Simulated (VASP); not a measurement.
Input:

```
CELL_PARAMETERS angstrom
      0.00000     2.65681     2.57034
      2.54963     0.00000     2.57034
      2.54963     2.65681     0.00000
ATOMIC_POSITIONS crystal
  Mg 0.00000 0.00000 0.00000
  S  0.49422 0.50578 0.50578
```

Computed with SCAN meta-GGA, VASP's PBE PAW potentials (set 64) (plane waves; VASP). Numerical set-up: 400 eV cut-off, 8×8×8 Γ-centred mesh, Gaussian smearing of 0.050 eV, potentials Mg S.

**Question.** Which forces act on the atoms, in eV/Å?

**Answer.** 
| atom | Fx | Fy | Fz |
|---|---|---|---|
| Mg1 | 0.122 | 0.000 | 0.000 |
| S2 | -0.122 | 0.000 | 0.000 |

**Question.** Give the stress tensor in GPa (positive for a compressed cell).

**Answer.** 
```
 2.20   0.00   0.00
 0.00  -2.28   0.00
 0.00   0.00   1.03
```
The pressure is its mean diagonal, 0.32 GPa.

The compound is MgS in the rock salt structure. The cell was not relaxed at this level, atoms are displaced from their ideal sites. The run is one of a series of settings (GGA removed, LMIXTAU = .TRUE., METAGGA = SCAN against the base run), some of them coarse on purpose.
